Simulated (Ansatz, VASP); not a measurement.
# Cross-check of GaSb between VASP and Ansatz, part 2 of 2

Wanted: the spread between two codes on one cell, functional and k mesh. The structure shown comes from an earlier Ansatz run, which isn't shown and may have moved the atoms alone.

VASP 6.6.1 and Ansatz 0.2.0.

So far: The structure; Ansatz: elastic constants, PBEsol.

## (3) VASP: elastic constants, PBEsol

Level of this step: PBEsol; plane waves and PAW (Ga_d, Sb) (VASP).

The same cell, functional, mesh and smearing now go to VASP, with its own data sets.

Lines of VASP's logs that name or quote its potential files are left out, and so is its time.

Input file INCAR:

```
SYSTEM = GaSb
PREC = Accurate
ENCUT = 500
EDIFF = 1E-08
NELM = 120
ISMEAR = 0
SIGMA = 0.05
LREAL = .FALSE.
ALGO = Normal
GGA = PS
NBANDS = 15
LORBIT = 11
LWAVE = .FALSE.
LCHARG = .FALSE.
ISIF = 3
IBRION = 6
NFREE = 2
POTIM = 0.015
NSW = 1
LASPH = .TRUE.
GGA_COMPAT = .FALSE.
KPAR = 2
```

Input file POSCAR:

```
GaSb
1.0
    0.0000000000      3.0556200297      3.0556200297
    3.0556200297      0.0000000000      3.0556200297
    3.0556200297      3.0556200297      0.0000000000
Ga Sb
1 1
Direct
    0.0000000000      0.0000000000      0.0000000000
    0.7500000000      0.7500000000      0.7500000000
```

Input file KPOINTS:

```
Automatic mesh
0
Gamma
10 10 10
0 0 0
```

Potentials, in the order of the species: Ga_d and Sb (PBE family, release 64).

The run is started by

```sh
$ mpirun -np 2 vasp_std
```

Numbers of over 12 decimals in the logs are rounded to 6 here.

The log of the run:

```text
[banner, memory and clock lines left out]
running    2 mpi-ranks, on    1 nodes
 distrk:  each k-point on    1 cores,    2 groups
 distr:  one band on    1 cores,    1 groups

 POSCAR found type information on POSCAR GaSb
 POSCAR found :  2 types and       2 ions
|                                                                             |
|               ----> ADVICE to this user running VASP <----                  |
|                                                                             |
|     You enforced a specific xc type in the INCAR file but a different       |
|     [... a line on the potential file left out ...]
|     I HOPE YOU KNOW WHAT YOU ARE DOING!                                     |
|                                                                             |

 LDA part: xc-table for (Slater+PW92), standard interpolation
 POSCAR, INCAR and KPOINTS ok, starting setup
 FFT: planning ... GRIDC
 FFT: planning ... GRID_SOFT
 FFT: planning ... GRID
 WAVECAR not read
 entering main loop
       N       E                     dE             d eps       ncg     rms          rms(c)
DAV:   1     0.787079090947E+02    0.78708E+02   -0.85227E+03  1418   0.144E+03
DAV:   2    -0.229361788662E+01   -0.81002E+02   -0.78465E+02  1641   0.297E+02
DAV:   3    -0.815074632147E+01   -0.58571E+01   -0.58432E+01  1690   0.664E+01
DAV:   4    -0.825150102664E+01   -0.10075E+00   -0.10074E+00  1780   0.975E+00
DAV:   5    -0.825373752510E+01   -0.22365E-02   -0.22364E-02  1762   0.122E+00    0.314E+00
DAV:   6    -0.817917774848E+01    0.74560E-01   -0.87755E-02  1874   0.525E+00    0.184E+00
DAV:   7    -0.815305963768E+01    0.26118E-01   -0.44887E-02  1739   0.198E+00    0.364E-01
DAV:   8    -0.815309163158E+01   -0.31994E-04   -0.49274E-03  1874   0.887E-01    0.100E-01
DAV:   9    -0.815337435625E+01   -0.28272E-03   -0.45132E-04  1634   0.177E-01    0.378E-02
DAV:  10    -0.815336858599E+01    0.57703E-05   -0.20170E-05  1870   0.407E-02    0.103E-02
DAV:  11    -0.815337821640E+01   -0.96304E-05   -0.12426E-05  1571   0.255E-02    0.469E-03
DAV:  12    -0.815337832150E+01   -0.10510E-06   -0.47284E-07  1837   0.717E-03    0.697E-04
DAV:  13    -0.815337830294E+01    0.18558E-07   -0.43304E-08  1627   0.146E-03    0.496E-04
DAV:  14    -0.815337834991E+01   -0.46969E-07   -0.42268E-09  1461   0.823E-04    0.315E-05
DAV:  15    -0.815337835408E+01   -0.41687E-08   -0.55823E-10  1041   0.281E-04
   1 F= -.81533784E+01 E0= -.81533342E+01  d E =-.883876E-04
[... from here on, the cycles between the ionic steps are left out ...]
   2 F= -.81507041E+01 E0= -.81506752E+01  d E =-.578096E-04
   3 F= -.81496454E+01 E0= -.81496263E+01  d E =-.382795E-04
   8 F= -.81510971E+01 E0= -.81510652E+01  d E =-.637124E-04
   9 F= -.81510987E+01 E0= -.81510669E+01  d E =-.637218E-04
  10 F= -.81510971E+01 E0= -.81510652E+01  d E =-.637146E-04
  11 F= -.81510987E+01 E0= -.81510668E+01  d E =-.637234E-04
  12 F= -.81510971E+01 E0= -.81510652E+01  d E =-.637135E-04
  13 F= -.81510987E+01 E0= -.81510668E+01  d E =-.637221E-04
  14 F= -.81525104E+01 E0= -.81524762E+01  d E =-.682576E-04
  15 F= -.81525104E+01 E0= -.81524762E+01  d E =-.682626E-04
  16 F= -.81525033E+01 E0= -.81524691E+01  d E =-.682496E-04
 Finite differences progress:
  Degree of freedom:   8/  8
  Displacement:        1/  2
  Total:              15/ 16
 bond charge predicted
       N       E                     dE             d eps       ncg     rms          rms(c)
DAV:   1    -0.815216435349E+01    0.33890E-03   -0.14854E-01  5200   0.174E+00    0.107E-01
DAV:   2    -0.815254007523E+01   -0.37572E-03   -0.47813E-03  6840   0.477E-01    0.541E-02
DAV:   3    -0.815250335281E+01    0.36722E-04   -0.12005E-04  6276   0.118E-01    0.132E-02
DAV:   4    -0.815250303649E+01    0.31632E-06   -0.12764E-05  7628   0.317E-02    0.398E-03
DAV:   5    -0.815250325465E+01   -0.21816E-06   -0.10404E-06  6043   0.104E-02    0.849E-04
DAV:   6    -0.815250326366E+01   -0.90090E-08   -0.38923E-08  6998   0.221E-03
  17 F= -.81525033E+01 E0= -.81524691E+01  d E =-.682656E-04
 Finite differences progress:
  Degree of freedom:   8/  8
  Displacement:        2/  2
  Total:              16/ 16
```

Parts of OUTCAR (step 3):

```text
ion  position               nearest neighbor table
   1  0.000  0.000  0.000-   2 2.65   2 2.65   2 2.65   2 2.65
   2  0.750  0.750  0.750-   1 2.65   1 2.65   1 2.65   1 2.65

  LATTYP: Found a face centered cubic cell.
 ALAT       =     6.1112400594

 Subroutine GETGRP returns: Found 24 space group operations
 (whereof 24 operations were pure point group operations)

The static configuration has the point symmetry T_d .

 Found     47 irreducible k-points:

   k-points           NKPTS =     47   k-points in BZ     NKDIM =     47   number of bands    NBANDS=     15

   dimension x,y,z NGX =    32 NGY =   32 NGZ =   32
   dimension x,y,z NGXF=    64 NGYF=   64 NGZF=   64

   ENCUT  =  500.0 eV  36.75 Ry    6.06 a.u.   7.88  7.88  7.88*2*pi/ulx,y,z

   NELECT =      18.0000    total number of electrons

 k-points in reciprocal lattice and weights: Automatic mesh
   0.00000000  0.00000000  0.00000000       0.001
   0.10000000  0.00000000  0.00000000       0.008
   0.20000000  0.00000000  0.00000000       0.008
   0.30000000  0.00000000  0.00000000       0.008
   0.40000000  0.00000000  0.00000000       0.008
   0.50000000  0.00000000  0.00000000       0.004
   0.10000000  0.10000000  0.00000000       0.006
   0.20000000  0.10000000  0.00000000       0.024
   0.30000000  0.10000000  0.00000000       0.024
[...]
-0.30000000  0.40000000  0.20000000       0.024
  -0.30000000  0.50000000  0.20000000       0.012

 average (electrostatic) potential at core
       1 -65.5193       2 -87.4610

 E-fermi :   4.8019

 k-point     1 :       0.0000    0.0000    0.0000
  band No.  band energies     occupation
    ...
      6      -6.7626      2.00000
      7       4.7188      1.98136
      8       4.7629      1.73074
      9       4.7807      1.45178
     10       4.8093      0.83613
     11       7.4878      0.00000
     12       7.5209      0.00000
     13       7.5556      0.00000
     14      10.3942      0.00000
     15      13.3712      0.00000

 k-point     2 :       0.1000    0.0000    0.0000
  band No.  band energies     occupation
    ...
      5     -10.1885      2.00000
      6      -6.6594      2.00000
      7       3.1818      2.00000
      8       4.5487      2.00000
      9       4.6072      2.00000
     10       5.7178      0.00000
     11       7.7407      0.00000
     12       7.7904      0.00000
     13       7.8991      0.00000
     14      10.9815      0.00000
    ...

 k-point     3 :       0.2000    0.0000    0.0000
  band No.  band energies     occupation
    ...
      5     -10.1887      2.00000
      6      -6.3592      2.00000
      7       1.5140      2.00000
      8       4.1975      2.00000
      9       4.2534      2.00000
     10       5.6546      0.00000
     11       8.1838      0.00000
     12       8.2429      0.00000
     13       9.1583      0.00000
     14      11.8428      0.00000
    ...

  Total        0.0357661      0.0361802      0.0361802      0.0000000     -0.1084740      0.0000000
  in kB        1.0042784      1.0159047      1.0159047      0.0000000     -3.0458466      0.0000000
  external PRESSURE =       1.0120292 kB  Pullay stress =       0.0000000 kB

  energy-cutoff  :      500.00
  volume of cell :       57.06
      direct lattice vectors                 reciprocal lattice vectors
     0.000000000  3.055620030  3.055620030    -0.163632911  0.163632911  0.163632911
     3.055620030  0.000000000  3.055620030     0.163632911 -0.163632911  0.163632911
     3.055620030  3.055620030  0.000000000     0.163632911  0.163632911 -0.163632911

 POSITION                                       TOTAL-FORCE (eV/Angst)
 -----------------------------------------------------------------------------------
      0.00000      0.00000      0.00000        -0.117189      0.000000      0.000000
      4.56843      4.58343      4.58343         0.117189      0.000000      0.000000
 -----------------------------------------------------------------------------------
    total drift:                               -0.000059      0.000000     -0.000000

  FREE ENERGIE OF THE ION-ELECTRON SYSTEM (eV)
  ---------------------------------------------------
  free  energy   TOTEN  =        -8.1525032637 eV

  energy  without entropy=       -8.1524349981  energy(sigma->0) =       -8.15246913

  SYMMETRIZED ELASTIC MODULI (kBar)
 Direction    XX          YY          ZZ          XY          YZ          ZX
 --------------------------------------------------------------------------------
 XX         801.9157    363.0657    363.0657      0.0000      0.0000      0.0000
 YY         363.0657    801.9157    363.0657     -0.0000      0.0000      0.0000
 ZZ         363.0657    363.0657    801.9157      0.0000     -0.0000      0.0000
 XY           0.0000     -0.0000      0.0000    571.0179      0.0000      0.0000
 YZ           0.0000      0.0000     -0.0000      0.0000    571.0179      0.0000
 ZX           0.0000      0.0000      0.0000      0.0000      0.0000    571.0179
 --------------------------------------------------------------------------------

 Eigenvectors and eigenvalues of the dynamical matrix
 ----------------------------------------------------

   1 f  =    6.555226 THz    41.187697 2PiTHz  218.658788 cm-1    27.110222 meV
             X         Y         Z           dx          dy          dz
      0.000000  0.000000  0.000000     0.000000   -0.670687    0.430484
      4.583430  4.583430  4.583430    -0.000000    0.508336   -0.326278

   2 f  =    6.555226 THz    41.187697 2PiTHz  218.658788 cm-1    27.110222 meV
             X         Y         Z           dx          dy          dz
      0.000000  0.000000  0.000000     0.000000    0.430484    0.670687
      4.583430  4.583430  4.583430     0.000000   -0.326278   -0.508336

   3 f  =    6.555226 THz    41.187697 2PiTHz  218.658788 cm-1    27.110222 meV
             X         Y         Z           dx          dy          dz
      0.000000  0.000000  0.000000    -0.796955   -0.000000    0.000000
      4.583430  4.583430  4.583430     0.604039    0.000000    0.000000

   4 f/i=    0.004923 THz     0.030929 2PiTHz    0.164199 cm-1     0.020358 meV
             X         Y         Z           dx          dy          dz
      0.000000  0.000000  0.000000    -0.603266   -0.025787   -0.016378
      4.583430  4.583430  4.583430    -0.795935   -0.034023   -0.021609

   5 f/i=    0.004923 THz     0.030929 2PiTHz    0.164199 cm-1     0.020358 meV
             X         Y         Z           dx          dy          dz
      0.000000  0.000000  0.000000     0.030549   -0.509235   -0.323434
      4.583430  4.583430  4.583430     0.040305   -0.671873   -0.426731

   6 f/i=    0.004923 THz     0.030929 2PiTHz    0.164199 cm-1     0.020358 meV
             X         Y         Z           dx          dy          dz
      0.000000  0.000000  0.000000     0.000000    0.323848   -0.509887
      4.583430  4.583430  4.583430     0.000000    0.427278   -0.672734

 ELASTIC MODULI CONTR FROM IONIC RELAXATION (kBar)
 Direction    XX          YY          ZZ          XY          YZ          ZX
 --------------------------------------------------------------------------------
 XX          -0.0000     -0.0000     -0.0000     -0.0000     -0.0000      0.0000
 YY          -0.0000     -0.0000     -0.0000     -0.0000      0.0000      0.0000
 ZZ          -0.0000     -0.0000     -0.0000     -0.0000      0.0000      0.0000
 XY          -0.0000     -0.0000     -0.0000   -187.7998      0.0000      0.0000
 YZ          -0.0000      0.0000      0.0000      0.0000   -187.7998      0.0000
 ZX           0.0000      0.0000      0.0000      0.0000      0.0000   -187.7998
 --------------------------------------------------------------------------------

 TOTAL ELASTIC MODULI (kBar)
 Direction    XX          YY          ZZ          XY          YZ          ZX
 --------------------------------------------------------------------------------
 XX         801.9157    363.0657    363.0657     -0.0000     -0.0000      0.0000
 YY         363.0657    801.9157    363.0657     -0.0000      0.0000      0.0000
 ZZ         363.0657    363.0657    801.9157     -0.0000     -0.0000      0.0000
 XY          -0.0000     -0.0000     -0.0000    383.2182      0.0000      0.0000
 YZ          -0.0000      0.0000     -0.0000      0.0000    383.2182      0.0000
 ZX           0.0000      0.0000      0.0000      0.0000      0.0000    383.2182
 --------------------------------------------------------------------------------

 total charge
# of ion       s       p       d       tot
------------------------------------------
    1        0.910   0.768   9.963  11.641
    2        1.131   1.336   0.028   2.495
--------------------------------------------------
tot          2.042   2.104   9.991  14.137

[... 3 further parts left out ...]
```

The last energy, forces, stress and levels in OUTCAR belong to the last displaced cell, not to the cell of POSCAR.

Levels, forces or a CONTCAR printed for this step are those of its last displaced cell, not of the structure at rest.

## (4) Differences

Known differences besides the potentials themselves: the data sets hold 28 valence electrons in Ansatz (on its default PAW (the set named soft_2) files) and 18 in VASP; the cutoff is 420 eV in Ansatz and 500 eV in VASP; Ansatz makes its cores anew for this functional, VASP keeps those of its PBE data sets; VASP takes each elastic constant from one size of strain, Ansatz from those that its log lists. Total energies have different zeros and are not compared.

Both answers:

```
 quantity  Ansatz  VASP  difference
C11 (GPa)    78.6  80.2     -2.02 %
C22 (GPa)    78.6  80.2     -2.02 %
C33 (GPa)    78.6  80.2     -2.02 %
C12 (GPa)    35.7  36.3     -1.72 %
C13 (GPa)    35.7  36.3     -1.72 %
C23 (GPa)    35.7  36.3     -1.72 %
C44 (GPa)    37.8  38.3     -1.34 %
C55 (GPa)    37.8  38.3     -1.34 %
C66 (GPa)    37.8  38.3     -1.34 %
```

Our record labels this cell a metal in Ansatz alone; each run is judged by its own test, so with a small gap or wide smearing the label says little about the levels.

## (5) Outcome

| Property | Result |
| --- | --- |
| difference in C11 (elastic constants, PBEsol) | -2.0 % |

In words: The difference in C11 is -2.0 % (elastic constants, PBEsol), within the 5 % picked in this series as the mark of a large difference. The data sets hold unlike numbers of valence electrons (28 in Ansatz and 18 in VASP), so part of the differences comes from the potentials. 1 further run of this series is not shown here. Such differences can come from data sets, numerical settings and the points named under the comparisons, not from the functional's error against experiment.

[Lines on the potential files, build, host, timing and source positions are cut from VASP's logs without a mark.]

[Logs are printed without paths, hosts, clocks, repeated set-up lines and the standing remarks that a program may print on its own settings, such as how far it seeks lower states.]

[Hosts, paths, dates, database ids (printed as entryN), source tags and the programs' standing remarks are cut or masked in the printed files.]
